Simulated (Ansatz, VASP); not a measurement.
# Cross-check of SiO2 (Cristobalite) between VASP and Ansatz, part 2 of 3

One calculation is typed for both programs; each brings its own data sets. How far apart do they land? The cell is taken from a series of runs on this material, whose earlier steps may have relaxed, scaled, displaced or heated it; both programs get it as it stands.

VASP 6.6.1 and Ansatz 0.2.0.

So far: Set-up; Ansatz: zone-centre phonons, LDA.

## Step 3: VASP: zone-centre phonons, LDA

Level of this step: LDA; plane waves and PAW (O, Si) (VASP).

The same cell, functional (in two slightly different forms) and mesh now go to VASP, with its own data sets.

Lines of VASP's logs that name or quote its potential files are left out, and so is its time.

Input file INCAR:

```
SYSTEM = SiO2
PREC = Accurate
ENCUT = 600
EDIFF = 1E-08
NELM = 120
ISMEAR = 0
SIGMA = 0.01
LREAL = .FALSE.
ALGO = Normal
GGA = PW92
NBANDS = 44
LORBIT = 11
LWAVE = .FALSE.
LCHARG = .FALSE.
ISIF = 2
IBRION = 8
LEPSILON = .TRUE.
LASPH = .TRUE.
GGA_COMPAT = .FALSE.
EFERMI = MIDGAP
KPAR = 2
```

Input file POSCAR:

```
SiO2
1.0
    5.0013506314      0.0000000000      0.0000000000
    0.0000000000      5.0013506314      0.0000000000
    0.0000000000      0.0000000000      6.9786231354
O Si
8 4
Direct
    0.2398718669      0.1005119846      0.1771139139
    0.3994880154      0.7398718669      0.4271139139
    0.7601281331      0.8994880154      0.6771139139
    0.6005119846      0.2601281331      0.9271139139
    0.7398718669      0.3994880154      0.5728860861
    0.8994880154      0.7601281331      0.3228860861
    0.2601281331      0.6005119846      0.0728860861
    0.1005119846      0.2398718669      0.8228860861
    0.2978941128      0.2978941128      0.0000000000
    0.2021058872      0.7978941128      0.2500000000
    0.7021058872      0.7021058872      0.5000000000
    0.7978941128      0.2021058872      0.7500000000
```

Input file KPOINTS:

```
Automatic mesh
0
Gamma
4 4 4
0 0 0
```

Potentials, in the order of the species: O and Si (LDA family, release 64).

Launch:

```
$ mpirun -np 2 vasp_std
```

Output:

```text
[banner, memory and clock lines left out]
running    2 mpi-ranks, on    1 nodes
 distrk:  each k-point on    1 cores,    2 groups
 distr:  one band on    1 cores,    1 groups

 POSCAR found type information on POSCAR O Si
 POSCAR found :  2 types and      12 ions
|                                                                             |
|               ----> ADVICE to this user running VASP <----                  |
|                                                                             |
|     You enforced a specific xc type in the INCAR file but a different       |
|     [... a line on the potential file left out ...]
|     I HOPE YOU KNOW WHAT YOU ARE DOING!                                     |
|                                                                             |

 LDA part: xc-table for (Slater(with rela. corr.)+PW92), standard interpolation
 POSCAR, INCAR and KPOINTS ok, starting setup
 FFT: planning ... GRIDC
 FFT: planning ... GRID_SOFT
 FFT: planning ... GRID
 WAVECAR not read
 entering main loop
       N       E                     dE             d eps       ncg     rms          rms(c)
DAV:   1     0.417791606132E+03    0.41779E+03   -0.35291E+04  1592   0.148E+03
DAV:   2    -0.845286117521E+02   -0.50232E+03   -0.48451E+03  2024   0.322E+02
DAV:   3    -0.117213115129E+03   -0.32685E+02   -0.32514E+02  1952   0.868E+01
DAV:   4    -0.117656984820E+03   -0.44387E+00   -0.44297E+00  1976   0.111E+01
DAV:   5    -0.117664953363E+03   -0.79685E-02   -0.79628E-02  1924   0.146E+00    0.303E+01
DAV:   6    -0.104275352672E+03    0.13390E+02   -0.51961E+01  1852   0.329E+01    0.150E+01
DAV:   7    -0.104048661209E+03    0.22669E+00   -0.14584E+00  1856   0.508E+00    0.523E+00
DAV:   8    -0.103925480101E+03    0.12318E+00   -0.78319E-02  1956   0.166E+00    0.202E+00
DAV:   9    -0.103904352072E+03    0.21128E-01   -0.31523E-02  1968   0.107E+00    0.312E-01
DAV:  10    -0.103905623269E+03   -0.12712E-02   -0.37208E-03  1864   0.293E-01    0.118E-01
DAV:  11    -0.103905570521E+03    0.52748E-04   -0.10515E-03  1896   0.168E-01    0.178E-02
DAV:  12    -0.103905575593E+03   -0.50722E-05   -0.25372E-05  1896   0.247E-02    0.119E-02
DAV:  13    -0.103905577560E+03   -0.19663E-05   -0.97879E-06  1800   0.141E-02    0.475E-03
DAV:  14    -0.103905577826E+03   -0.26614E-06   -0.25873E-07  1960   0.259E-03    0.858E-04
DAV:  15    -0.103905577844E+03   -0.17928E-07   -0.18006E-08  1392   0.624E-04    0.540E-04
DAV:  16    -0.103905577842E+03    0.20455E-08   -0.66519E-09  1348   0.423E-04
   1 F= -.10390558E+03 E0= -.10390558E+03  d E =0.000000E+00
 Linear response reoptimize wavefunctions to high precision
DAV:   1    -0.103905577842E+03   -0.17280E-09   -0.45885E-09  1036   0.335E-04
DAV:   2    -0.103905577842E+03   -0.12096E-09   -0.50111E-10  1008   0.110E-04
DAV:   3    -0.103905577842E+03    0.20918E-10   -0.92690E-11   984   0.446E-05
 Linear response G [H, r] |phi>, progress :
  Direction:   1
       N       E                     dE             d eps       ncg     rms
RMM:   1    -0.242269128407E+03   -0.24227E+03    0.23242E+02  3653   0.960E+01
RMM:   2    -0.225927267254E+03    0.16342E+02   -0.15056E+01  2754   0.187E+01
RMM:   3    -0.226061642811E+03   -0.13438E+00   -0.30764E-01  2864   0.238E+00
RMM:   4    -0.226066945991E+03   -0.53032E-02   -0.87793E-03  2994   0.388E-01
RMM:   5    -0.226067075567E+03   -0.12958E-03   -0.75218E-04  3002   0.771E-02
RMM:   6    -0.226067085774E+03   -0.10208E-04   -0.43727E-04  3017   0.229E-02
RMM:   7    -0.226067086546E+03   -0.77191E-06   -0.42975E-04  3036   0.135E-02
RMM:   8    -0.226067086870E+03   -0.32369E-06   -0.43134E-04  3030   0.118E-02
RMM:   9    -0.226067087850E+03   -0.98065E-06   -0.43367E-04  2922   0.116E-02
RMM:  10    -0.226067088082E+03   -0.23171E-06   -0.37619E-04  2861   0.115E-02
RMM:  11    -0.226067086247E+03    0.18350E-05    0.24875E-04  2802   0.114E-02
 Linear response G [H, r] |phi>, progress :
  Direction:   2
       N       E                     dE             d eps       ncg     rms
RMM:   1    -0.240957368177E+03   -0.24096E+03    0.24604E+02  3552   0.958E+01
RMM:   2    -0.233147848511E+03    0.78095E+01   -0.13205E+01  2748   0.181E+01
RMM:   3    -0.233271455585E+03   -0.12361E+00   -0.25216E-01  2842   0.221E+00
RMM:   4    -0.233276385273E+03   -0.49297E-02   -0.75354E-03  2973   0.372E-01
RMM:   5    -0.233276506249E+03   -0.12098E-03   -0.54516E-04  3003   0.714E-02
RMM:   6    -0.233276515265E+03   -0.90158E-05   -0.28159E-04  3025   0.212E-02
RMM:   7    -0.233276515681E+03   -0.41634E-06   -0.27294E-04  3035   0.126E-02
RMM:   8    -0.233276516070E+03   -0.38845E-06   -0.27510E-04  3035   0.111E-02
RMM:   9    -0.233276519719E+03   -0.36494E-05   -0.29789E-04  2914   0.109E-02
RMM:  10    -0.233276521712E+03   -0.19928E-05   -0.39232E-04  2862   0.108E-02
[...]
RMM:  11    -0.646818529547E+00   -0.52177E-05   -0.24264E-05  3016   0.885E-04    0.103E-04
RMM:  12    -0.646818710900E+00   -0.18135E-06   -0.26218E-05  2635   0.633E-04    0.184E-05
RMM:  13    -0.646819009119E+00   -0.29822E-06   -0.26666E-05  1937   0.572E-04    0.507E-06
 change of polarisation eV/A/(eV/A) component  3 :    -0.012     0.000     1.208
 dielectric tensor                  component  3 :    -0.012     0.000     2.252
 Linear response DOF=           5
[...]
RMM:  11    -0.370887545656E+00    0.20023E-06   -0.33076E-07  6045   0.328E-04    0.234E-05
RMM:  12    -0.370887725484E+00   -0.17983E-06   -0.36318E-07  6162   0.310E-04    0.555E-06
RMM:  13    -0.370887702646E+00    0.22838E-07   -0.36930E-07  6448   0.298E-04    0.234E-06
RMM:  14    -0.370887717706E+00   -0.15060E-07   -0.34762E-07  6289   0.296E-04    0.125E-06
RMM:  15    -0.370887705778E+00    0.11928E-07   -0.24060E-07  6370   0.295E-04    0.708E-07
RMM:  16    -0.370887703837E+00    0.19408E-08   -0.30526E-07  6243   0.294E-04    0.312E-07
RMM:  17    -0.370887701226E+00    0.26112E-08   -0.21139E-07  6366   0.294E-04    0.116E-07
RMM:  18    -0.370887699620E+00    0.16061E-08   -0.17170E-07  6353   0.293E-04    0.987E-08
 first order change of Fermi-energy  -0.11326E+00
 force on displaced ion       1 direction 2 :  -6.907 -43.004  23.814
 Born effective charge ion    1 direction 2 :  -0.147  -2.292   0.807
 Linear response progress:
  Degree of freedom:   3/  5
       N       E                     dE             d eps       ncg     rms          rms(c)
RMM:   1    -0.377458136163E+00   -0.37746E+00    0.34697E-01  6268   0.268E+00
RMM:   2    -0.368706331679E+00    0.87518E-02   -0.10552E-02  5346   0.444E-01    0.307E-01
RMM:   3    -0.369155073144E+00   -0.44874E-03   -0.25228E-03  5657   0.195E-01    0.164E-01
RMM:   4    -0.370787421866E+00   -0.16323E-02   -0.15884E-03  5599   0.147E-01    0.460E-02
RMM:   5    -0.370934928316E+00   -0.14751E-03   -0.78070E-05  5962   0.329E-02    0.189E-02
RMM:   6    -0.370788128250E+00    0.14680E-03   -0.16875E-05  5961   0.148E-02    0.319E-03
RMM:   7    -0.370819288805E+00   -0.31161E-04    0.10547E-07  6040   0.377E-03    0.166E-03
RMM:   8    -0.370806042099E+00    0.13247E-04   -0.15078E-06  6003   0.173E-03    0.596E-04
RMM:   9    -0.370801947842E+00    0.40943E-05   -0.15737E-06  5969   0.788E-04    0.318E-04
RMM:  10    -0.370803708560E+00   -0.17607E-05   -0.11104E-06  5988   0.552E-04    0.753E-05
RMM:  11    -0.370803732489E+00   -0.23929E-07   -0.88246E-07  6071   0.339E-04    0.312E-05
RMM:  12    -0.370803844023E+00   -0.11153E-06   -0.10163E-06  6142   0.298E-04    0.984E-06
RMM:  13    -0.370803781533E+00    0.62490E-07   -0.10059E-06  6282   0.279E-04    0.382E-06
RMM:  14    -0.370803811479E+00   -0.29946E-07   -0.99769E-07  6366   0.276E-04    0.133E-06
RMM:  15    -0.370803799728E+00    0.11751E-07   -0.10395E-06  6329   0.274E-04    0.591E-07
RMM:  16    -0.370803792490E+00    0.72381E-08   -0.94118E-07  6228   0.274E-04    0.242E-07
RMM:  17    -0.370803777442E+00    0.15048E-07   -0.82422E-07  6303   0.274E-04    0.117E-07
RMM:  18    -0.370803777804E+00   -0.36242E-09   -0.80859E-07  6352   0.273E-04    0.745E-08
 first order change of Fermi-energy  -0.57435E-01
 force on displaced ion       1 direction 3 :   5.533  23.821 -26.481
 Born effective charge ion    1 direction 3 :   0.062   0.808  -1.647
 Linear response progress:
  Degree of freedom:   4/  5
       N       E                     dE             d eps       ncg     rms          rms(c)
RMM:   1    -0.496776036988E-01   -0.49678E-01   -0.32394E-02  9306   0.134E+00
RMM:   2    -0.260274455475E-01    0.23650E-01   -0.56569E-03  5580   0.399E-01    0.281E-01
RMM:   3    -0.253763061955E-01    0.65114E-03   -0.15772E-03  5868   0.124E-01    0.154E-01
RMM:   4    -0.249733074691E-01    0.40300E-03   -0.70701E-04  5971   0.796E-02    0.326E-02
RMM:   5    -0.249115799469E-01    0.61728E-04   -0.64560E-05  5971   0.193E-02    0.985E-03
RMM:   6    -0.248903751541E-01    0.21205E-04   -0.39379E-05  5891   0.115E-02    0.256E-03
RMM:   7    -0.248855477239E-01    0.48274E-05    0.31044E-05  5998   0.330E-03    0.137E-03
RMM:   8    -0.248911347148E-01   -0.55870E-05   -0.18881E-06  5907   0.148E-03    0.292E-04
RMM:   9    -0.248911960228E-01   -0.61308E-07   -0.14473E-06  5984   0.368E-04    0.197E-04
RMM:  10    -0.248910392077E-01    0.15682E-06    0.20856E-06  5984   0.269E-04    0.525E-05
RMM:  11    -0.248912383204E-01   -0.19911E-06    0.25245E-08  6001   0.134E-04    0.198E-05
RMM:  12    -0.248911854301E-01    0.52890E-07    0.11093E-07  6104   0.957E-05    0.846E-06
RMM:  13    -0.248911951919E-01   -0.97618E-08   -0.93767E-08  6329   0.822E-05    0.320E-06
 first order change of Fermi-energy   0.43253E-01
 force on displaced ion       9 direction 1 : -45.956   0.057   1.081
 Born effective charge ion    9 direction 1 :   3.335   0.020  -0.327
 Linear response progress:
  Degree of freedom:   5/  5
       N       E                     dE             d eps       ncg     rms          rms(c)
RMM:   1    -0.550225496549E-01   -0.55023E-01   -0.60136E-02  9390   0.138E+00
RMM:   2    -0.277939830048E-01    0.27229E-01   -0.45744E-03  5589   0.415E-01    0.291E-01
RMM:   3    -0.268947772193E-01    0.89921E-03   -0.12174E-03  5917   0.131E-01    0.164E-01
RMM:   4    -0.263940984396E-01    0.50068E-03   -0.19749E-03  6037   0.101E-01    0.334E-02
RMM:   5    -0.262553260740E-01    0.13877E-03   -0.51183E-04  6012   0.253E-02    0.138E-02
RMM:   6    -0.261877018029E-01    0.67624E-04   -0.76686E-05  5941   0.172E-02    0.424E-03
RMM:   7    -0.261868674700E-01    0.83433E-06   -0.21706E-05  6015   0.562E-03    0.263E-03
RMM:   8    -0.261897088540E-01   -0.28414E-05   -0.10417E-05  5980   0.292E-03    0.532E-04
RMM:   9    -0.261885201272E-01    0.11887E-05    0.21340E-06  6006   0.598E-04    0.305E-04
RMM:  10    -0.261892466579E-01   -0.72653E-06   -0.17504E-07  5918   0.349E-04    0.689E-05
RMM:  11    -0.261890513037E-01    0.19535E-06    0.15975E-06  6090   0.142E-04    0.329E-05
RMM:  12    -0.261888800502E-01    0.17125E-06    0.22898E-06  6060   0.114E-04    0.167E-05
RMM:  13    -0.261888539302E-01    0.26120E-07    0.24572E-06  6113   0.952E-05    0.484E-06
RMM:  14    -0.261888171955E-01    0.36735E-07    0.26895E-06  6196   0.861E-05    0.171E-06
RMM:  15    -0.261888570000E-01   -0.39804E-07    0.23520E-06  6265   0.835E-05    0.992E-07
RMM:  16    -0.261888425741E-01    0.14426E-07    0.24858E-06  5990   0.826E-05    0.275E-07
RMM:  17    -0.261888781034E-01   -0.35529E-07    0.22110E-06  5922   0.822E-05    0.127E-07
RMM:  18    -0.261888878550E-01   -0.97516E-08    0.20533E-06  5909   0.821E-05    0.539E-08
 first order change of Fermi-energy  -0.29975E-05
 force on displaced ion       9 direction 3 :   1.103  -1.107 -51.056
 Born effective charge ion    9 direction 3 :   0.178  -0.178   3.294
 Born effective charges drift removed
 Linear response finished
```

(Part 2 of 3 ends here.)

[Lines on the potential files, build, host, timing and source positions are cut from VASP's logs without a mark.]

[Logs are printed without paths, hosts, clocks, repeated set-up lines and the standing remarks that a program may print on its own settings, such as how far it seeks lower states.]

[Hosts, paths, dates, database ids (printed as entryN), source tags and the programs' standing remarks are cut or masked in the printed files.]
